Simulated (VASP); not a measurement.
The system is CsCaH3.

```
CELL_PARAMETERS angstrom
4.62119 0.00000 0.00000
0.00000 4.62119 0.00000
0.00000 0.00000 4.62119
ATOMIC_POSITIONS crystal
Cs 0.00000 0.00000 0.00000
Ca 0.50000 0.50000 0.50000
H 0.50000 0.00000 0.50000
H 0.00000 0.50000 0.50000
H 0.50000 0.50000 0.00000
```

The cell comes from a database or a generator and needn't be the stable form of this composition.

Base run:

```yaml
Program: VASP 6.6.1
Functional: LDA
Potentials_or_basis: VASP PAW LDA potentials, release 64 (Cs_sv, Ca_sv, H)
Cutoff: 520 eV
k_mesh: 6 × 6 × 6
Occupations: gaussian, width 0.01 eV
Spin: no spin polarisation
```

Its results: band gap on the k mesh 2.79 eV, direct; pressure -2.3 GPa.

Question: After a change of settings the same cell gave: band gap on the k mesh 3.16 eV, direct; pressure -2.3 GPa. Which change was it?
A. k mesh from 6 × 6 × 6 to 4 × 4 × 4
B. k mesh from 6 × 6 × 6 to 5 × 5 × 5; further incar settings from ALGO = Fast; EDIFF = 1e-07; NBANDS = 19 to ALGO = Normal; EDIFF = 1e-06; NBANDS = 19
C. k mesh from 6 × 6 × 6 to 2 × 2 × 2

Answer: B.

Caveats: spin-orbit coupling is left out, which moves the levels of the heavy elements; an odd mesh through Γ misses points on the zone boundary, where band edges often lie (some runs).
